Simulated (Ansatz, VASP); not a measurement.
# Ti3Al (Ti3Al (P6_3/mmc)) in two plane-wave programs, part 2 of 2

Wanted: the spread between two codes on one cell, functional and k mesh. The cell is taken from a series of runs on this material, whose earlier steps may have relaxed, scaled, displaced or heated it; both programs get it as it stands.

VASP 6.6.1 and Ansatz 0.2.0.

So far: The starting structure; VASP: relaxation of cell and atoms, PBE.

**3. Ansatz: relaxation of cell and atoms, PBE**

Level of this step: Ansatz beside VASP: Kohn-Sham DFT, plane waves, PBE (Ansatz).

Ansatz runs on its default PAW (the set named soft_2) files.

The same cell, functional, mesh and smearing now go to Ansatz.

The input, input.yaml:

```yaml
crystal:
  lattice:
    - [5.7476979, 0.0, 0.0]
    - [-2.873849, 4.9776524, 0.0]
    - [0.0, 0.0, 4.6305473]
  atoms:
    - { symbol: Ti, position: [0.82990316, 0.65980633, 0.25] }
    - { symbol: Ti, position: [0.17009683, 0.82990316, 0.75] }
    - { symbol: Ti, position: [0.65980633, 0.82990316, 0.75] }
    - { symbol: Ti, position: [0.34019367, 0.17009683, 0.25] }
    - { symbol: Ti, position: [0.82990316, 0.17009683, 0.25] }
    - { symbol: Ti, position: [0.17009683, 0.34019367, 0.75] }
    - { symbol: Al, position: [0.33333333, 0.66666667, 0.25] }
    - { symbol: Al, position: [0.66666667, 0.33333333, 0.75] }
basis:
  ecutwfc: 420
  xc_grid: 2
hamiltonian:
  xc: pbe
kpoints:
  mp_grid: { grid: [8, 8, 8] }
scf:
  occupations: { method: fermi_dirac, width: 0.05 }
  max_iter: 150
output:
  forces: true
  stress: true
relax:
  f_tol: 0.01
  max_steps: 60
  cell: {}
checkpoint:
  write: "../pbe.run"
  compress: false
  write_wavefunctions: false
  write_every: 100000
```

Started as:

```
ansatz run input.yaml --threads 1 --pin off --max-ram 2355MiB --backend cpu --events-out ev --progress --plain --runs-dir out
```

Numbers of over 12 decimals in the logs are rounded to 6 here.

The program printed:

```text
Engine: ansatz 0.2.0, x86_64-unknown-linux-gnu
Pseudopotentials: kind: paw
Pseudopotential: Ti, paw, valence charge 12, recommended cutoff 420 eV (normal), Ti.paw.azcp
Pseudopotential: Al, paw, valence charge 3, recommended cutoff 420 eV (normal), Al.paw.azcp
Functional definition: PBE
  parameter kappa = 0.804
  parameter beta = 0.066725
  exchange = pbe_x(kappa = kappa, mu = beta*pi^2/3)
  correlation = pbe_c(beta = beta)
Crystal: 8 atoms, lattice volume = 132.480 Å³
Basis set: ecut = 420 eV, 2619 PW (Γ), exchange–correlation on 80×80×64 points (8 copies of the dense FFT grid, shifted against one another)
Bands: 47, of which v1, the nominal top of the filled ones, is band 39 counted from 1 (38 counted from 0)
Symmetry: 24 space group operations
Space group: P63/mmc (ITA 194), of the structure as read, at distance tolerance 5.1e-5 Å
k-points: 50 of 512
Non-local potential: Ti, projectors of the file, l = 0: 3, l = 1: 2, l = 2: 3, l = 3: 1
Non-local potential: Al, projectors of the file, l = 0: 2, l = 1: 2, l = 2: 1
PAW form: soft (Blöchl's): semilocal exchange-correlation on the pseudo side does not see the compensation charge
PAW one-centre angular grid: Ti, 590 points (default); XC on 64 Gauss nodes
PAW one-centre angular grid: Al, 110 points (default); XC on 64 Gauss nodes
Initial density: superposition of atomic densities (neutral atoms: chi_scale 0, normalization atom), corrected by the library's trained network
Initial wavefunctions: pseudopotential atomic-orbital guess
Functional: x = pbe(κ = 0.804, μ = 0.219515), c = pbe(β = 0.066725)
SCF iter   1: F=—  HF=-16075.265202 eV  |F-HF|=—  |Δ(HF+E_count)|=         —  Δρ=4.23e-3  dr2=1.17e-2  ethr=1.77e-3  ⟨swp⟩=6.9  Hψ=9662  notcnv=0
preconditioner: auto → Kerker (q_TF=auto, 2.498 Å⁻¹)  [metal: Δε(μ)=0.004 eV  Ē_g=2.977 eV  σ=0.050 eV  W_gap=0.02  n_scr=26 (ndim 8)  ℏωp=17.7 eV  f_vac=0.000  D(μ)=5.08/eV (n_scr^D=44)]
SCF iter   2: F=—  HF=-16075.265802 eV  |F-HF|=—  |Δ(HF+E_count)|=   6.00e-4  Δρ=2.73e-3  dr2=6.11e-3  ethr=1.50e-5  ⟨swp⟩=1.9  Hψ=3087  notcnv=0
SCF iter   3: F=—  HF=-16075.265914 eV  |F-HF|=—  |Δ(HF+E_count)|=   1.12e-4  Δρ=7.34e-4  dr2=7.19e-4  ethr=7.83e-6  ⟨swp⟩=3.0  Hψ=4571  notcnv=0
SCF iter   4: F=—  HF=-16075.265747 eV  |F-HF|=—  |Δ(HF+E_count)|=   1.67e-4  Δρ=2.01e-4  dr2=6.07e-5  ethr=9.21e-7  ⟨swp⟩=3.0  Hψ=4378  notcnv=0
SCF iter   5: F=—  HF=-16075.265782 eV  |F-HF|=—  |Δ(HF+E_count)|=   3.47e-5  Δρ=5.32e-5  dr2=4.72e-6  ethr=7.79e-8  ⟨swp⟩=2.0  Hψ=3065  notcnv=0
SCF iter   6: F=—  HF=-16075.265781 eV  |F-HF|=—  |Δ(HF+E_count)|=   1.02e-6  Δρ=1.35e-5  dr2=2.41e-7  ethr=6.05e-9  ⟨swp⟩=2.0  Hψ=3116  notcnv=0
SCF iter   7: F=-16075.265781 eV  HF=-16075.265781 eV  |F-HF|=4.87e-9  |Δ(HF+E_count)|=   6.58e-8  Δρ=2.72e-6  dr2=9.83e-9  ethr=1.28e-10  ⟨swp⟩=4.0  Hψ=7122  notcnv=0
SCF 1 converged in 7 iterations: F = -16075.265781 eV  dr2 = 9.83e-9
  greatest PAW one-centre occupation: 0.999 electrons in one spin orbital (limit 2), on the Ti atom at site 5 (counted from 0), in its partial waves of l = 0
relax step   1: F+E_penalty+E_count = -16075.26578075 eV  Δ(F+E_penalty+E_count) = +0.000e0 eV  max|allowed force component| = 4.479e-2 eV/Å  Δτ_max = 0.0000 Å  P = +0.960 GPa  Ω = 132.480 Å³  (7 SCF iters, dr2 threshold 1.00e-7 eV, accepted)
[...]
relax step   2: F+E_penalty+E_count = -16075.26689965 eV  Δ(F+E_penalty+E_count) = -1.119e-3 eV  max|allowed force component| = 1.012e-2 eV/Å  Δτ_max = 0.0045 Å  P = -0.854 GPa  Ω = 134.556 Å³  energy of the carried Pulay correction = -3.682e-4 eV  (6 SCF iters, dr2 threshold 8.00e-7 eV, accepted)
[...]
relax step   3: F+E_penalty+E_count = -16075.27002495 eV  Δ(F+E_penalty+E_count) = -3.125e-3 eV  max|allowed force component| = 5.559e-4 eV/Å  Δτ_max = 0.0008 Å  P = -0.009 GPa  Ω = 133.564 Å³  energy of the carried Pulay correction = -1.930e-4 eV  (6 SCF iters, dr2 threshold 8.00e-7 eV, accepted)
[...]
relax step   4: F+E_penalty+E_count = -16075.27020529 eV  Δ(F+E_penalty+E_count) = -1.803e-4 eV  max|allowed force component| = 5.582e-4 eV/Å  Δτ_max = 0.0000 Å  P = -0.008 GPa  Ω = 133.564 Å³  stress off target by 2.16e-2 GPa  SCF on the basis re-selected at this cell (its energy is not comparable with the rows above)  (8 SCF iters)
basis re-selected at this cell: Δ(F+E_penalty+E_count) = -1.803e-4 eV, ΔP = +0.001 GPa vs the last step (what re-selecting the basis moved, of the pressure what is left beyond the Pulay correction that the steps carried, after the strain that the cell walked since its last selection, with what the two solves' SCF thresholds leave and, on support functions, any second-order correction that the steps lacked; it is no m [...]
SCF converged after 8 iterations
Free energy (F): -16075.270205 eV
Harris-Foulkes:  -16075.270205 eV  (|F-HF|=1.82e-12)
Internal energy: -16075.224799 eV  (E = F + TS)
E sigma→0 (E₀):  -16075.247502 eV
Entropy (-TS):   -0.045406 eV (-5.676 meV/atom)
Fermi energy:    12.127802 eV
--- Per-component energies (eV) ---
  E_band       = -973.300811
  E_kinetic    = 1682.942679
  E_local      = -5616.367546  (includes V_loc(G=0)·N_el)
  E_nonlocal   = 70.772856
  E_hartree    = 2357.558266
  E_xc         = -665.715050
  E_vxc        = -791.451133  (∫ρ·V_xc dr)
  E_paw        = -7221.612411  (= ΣΔE_a)
  E_vpaw       = -1034.314872  (= ΣTr[D̂ρ^β])
  E_aug_tail   = 0.000674  (compensation charges beyond the density's cutoff)
  E_ewald      = -6682.804267
  E_smearing   = -0.045406  (= −TS)
  E_closure    = 0.000000  (closes the sum)
  Σ components = -16075.270205   (vs F -16075.270205, Δ=0.00e0)
--- Forces (eV/Å), atoms counted from 1 ---
  atom   1  Ti     0.00000000    -0.00055820    -0.00000000
  atom   2  Ti     0.00048341    -0.00027910    -0.00000000
  atom   3  Ti    -0.00048341    -0.00027910    -0.00000000
  atom   4  Ti     0.00048341     0.00027910     0.00000000
  atom   5  Ti    -0.00048341     0.00027910     0.00000000
  atom   6  Ti    -0.00000000     0.00055820     0.00000000
  atom   7  Al    -0.00000000     0.00000000    -0.00000000
  atom   8  Al     0.00000000    -0.00000000     0.00000000
  max |Σ_I F_I| component: 4.90e-18 eV/Å
--- Stress (GPa, compression-positive) ---
       -0.000944       0.000000       0.000000
        0.000000      -0.000944       0.000000
        0.000000       0.000000      -0.021550
  P = ⅓ Tr σ = -0.0078 GPa (-0.078 kbar)
--- Relaxed structure (3 steps of the walk, 3 accepted, 1 SCFs on fresh bases) ---
  F+E_penalty+E_count = -16075.27020529 eV   max|allowed force component| = 5.582e-4 eV/Å   (the final SCF, on the basis selected at the relaxed cell)
  cell:  # Å, volume = 133.5643 Å³
    - [5.755523, 2.8906813589115076e-8, 0.0]
    - [-2.877761, 4.984429, 0.0]
    - [0.0, 0.0, 4.655756]
  atoms:
    - { symbol: Ti, position: [0.830275, 0.660549, 0.250000] }
    - { symbol: Ti, position: [0.169725, 0.830275, 0.750000] }
    - { symbol: Ti, position: [0.660549, 0.830275, 0.750000] }
    - { symbol: Ti, position: [0.339451, 0.169725, 0.250000] }
    - { symbol: Ti, position: [0.830275, 0.169725, 0.250000] }
    - { symbol: Ti, position: [0.169725, 0.339451, 0.750000] }
    - { symbol: Al, position: [0.333333, 0.666667, 0.250000] }
    - { symbol: Al, position: [0.666667, 0.333333, 0.750000] }
```

**4. Comparison**

Known differences besides the potentials themselves: the cutoff is 420 eV in Ansatz and 500 eV in VASP; Ansatz adds a Pulay correction to the stress that steers its cell, VASP none. Total energies have different zeros and are not compared.

Compared:

```csv
quantity,Ansatz,VASP,difference
volume (Å³),133.56,133.33,+0.17 %
"edge a after relaxation, in the typed setting (Å)",5.755,5.752,+0.07 %
"edge c after relaxation, in the typed setting (Å)",4.656,4.654,+0.03 %
```

**5. Results**

| Property | Result |
| --- | --- |
| difference in volume (relaxation of cell and atoms, PBE) | 0.17 % |

The difference in volume is 0.17 % (relaxation of cell and atoms, PBE), within the 1.2 % picked in this series as the mark of a large difference, as far as the stopping tolerances let one tell. Such differences can come from data sets, numerical settings and the points named under the comparisons, not from the functional's error against experiment.

[Lines on the potential files, build, host, timing and source positions are cut from VASP's logs without a mark.]

[Logs are printed without paths, hosts, clocks, repeated set-up lines and the standing remarks that a program may print on its own settings, such as how far it seeks lower states.]

[Hosts, paths, dates, database ids (printed as entryN), source tags and the programs' standing remarks are cut or masked in the printed files.]
